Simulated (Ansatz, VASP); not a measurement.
# One structure in several programs: LaPt5 (P1, 6 atoms in the cell)

Self-consistent single point, at a second geometry (atoms moved at random). First geometry:

```yaml
crystal:
  lattice:
    - [5.42855, 0.00000, 0.00000]
    - [-2.71428, 4.70126, 0.00000]
    - [0.00000, 0.00000, 4.39333]
  atoms:
    - { symbol: La, position: [0.00000, 0.00000, 0.00000] }
    - { symbol: Pt, position: [0.33333, 0.66667, 0.00000] }
    - { symbol: Pt, position: [0.66667, 0.33333, 0.00000] }
    - { symbol: Pt, position: [0.50000, 0.00000, 0.50000] }
    - { symbol: Pt, position: [0.50000, 0.50000, 0.50000] }
    - { symbol: Pt, position: [0.00000, 0.50000, 0.50000] }
```

Second geometry:
```yaml
crystal:
  lattice:
    - [5.42855, 0.00000, 0.00000]
    - [-2.71428, 4.70126, 0.00000]
    - [0.00000, 0.00000, 4.39333]
  atoms:
    - { symbol: La, position: [0.00399, 0.99898, 0.98934] }
    - { symbol: Pt, position: [0.34305, 0.66968, 0.99690] }
    - { symbol: Pt, position: [0.65298, 0.32932, 0.99176] }
    - { symbol: Pt, position: [0.49439, 0.00443, 0.50175] }
    - { symbol: Pt, position: [0.50981, 0.50682, 0.50726] }
    - { symbol: Pt, position: [0.99578, 0.49077, 0.51300] }
```

Shared settings, as Ansatz (a program for electronic structure) writes them: kpoints.mp_grid.grid = 6 6 7; scf.occupations.method = gaussian; scf.occupations.width = 0.0073 Ry. Potentials and cutoffs stand in the table.

```
code                                           model  ΔF from the first geometry (meV/atom)  pressure (GPa)  largest force (eV/Å)   cutoff
------  --------------------------------------------  -------------------------------------  --------------  --------------------  -------
VASP    LDA (PZ), VASP's LDA PAW potentials (set 64)                                   18.0           -7.63                 1.257   300 eV
Ansatz           LDA (PW92), PAW files made with PBE                                   18.1           -7.54                 1.255  default
```

Size of the force on each atom (eV/Å): Sizes of forces hide their directions.

```csv
code,La1,Pt2,Pt3,Pt4,Pt5,Pt6
VASP,0.164,0.734,1.257,0.752,0.974,0.980
Ansatz,0.163,0.734,1.255,0.753,0.975,0.981
```

On Ansatz's run: spin-orbit coupling is off. Spin polarisation is off.

The spread over the programs that give each value: ΔF from the first geometry within 0.1 meV/atom; pressure within 0.09 GPa; largest force within 0.002 eV/Å.

Ansatz's pressure is given at a fixed set of plane waves, as the other plane-wave codes print theirs; with its correction for the finite basis it is -7.50 GPa. The same LDA comes in different parametrisations, which differ slightly.

VASP's run is marked for a possible Pulay error in its stress at this cutoff; no cutoff test was made.

The starting cell comes from a database of computed structures (which also holds hypothetical and non-ambient phases and stackings), without a prior relaxation at this level. For this run, on top of that: atoms moved at random.

Keys are those of Ansatz 0.2.
